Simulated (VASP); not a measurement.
**CsGeI₃ (space group R3m): computed properties**

These are r2SCAN meta-GGA, VASP's PBE PAW potentials (set 64) (plane waves; VASP) values and carry that method's errors.

```
Quantity                                                                                                             Value
---------------------------------------------  ---------------------------------------------------------------------------
space group                                                                                                      R3m (160)
cell                                           a = 8.446 Å, b = 8.446 Å, c = 10.958 Å, α = 90.00°, β = 90.00°, γ = 120.00°
volume per atom                                                                                              45.12 Å³/atom
band gap (over mesh and band path)                                                                                 1.23 eV
smallest direct gap (over mesh and band path)                                                                      1.23 eV
band-edge character                                                                                         direct, T to T
density                                                                                                         4.31 g/cm³
```

```cif
data_Cs3Ge3I9
_chemical_formula_sum 'I9 Cs3 Ge3'
_space_group_name_H-M_alt 'R3m :H'
_space_group_IT_number 160
_space_group_name_Hall 'R 3 -2"'
_cell_length_a 8.44551
_cell_length_b 8.44551
_cell_length_c 10.95780
_cell_angle_alpha 90.000
_cell_angle_beta 90.000
_cell_angle_gamma 120.000
loop_
_atom_site_label
_atom_site_type_symbol
_atom_site_symmetry_multiplicity
_atom_site_Wyckoff_symbol
_atom_site_fract_x
_atom_site_fract_y
_atom_site_fract_z
_atom_site_occupancy
I1 I 9 b 0.50329 0.00658 0.00174 1
Cs1 Cs 3 a 0.00000 0.00000 0.01079 1
Ge1 Ge 3 a 0.00000 0.00000 0.54602 1
```
(The calculation used a cell of 5 atoms; values per cell refer to that cell.)

Unless said otherwise, spin-orbit coupling is left out, though it shifts the bands of the heavy elements here.

The structure comes from a measured CsGeI3 entry (R3m) of the Crystallography Open Database, whose conditions weren't checked. It was relaxed first, which changed the volume by +5 %. Symmetry was kept, so distortions that lower it aren't found.
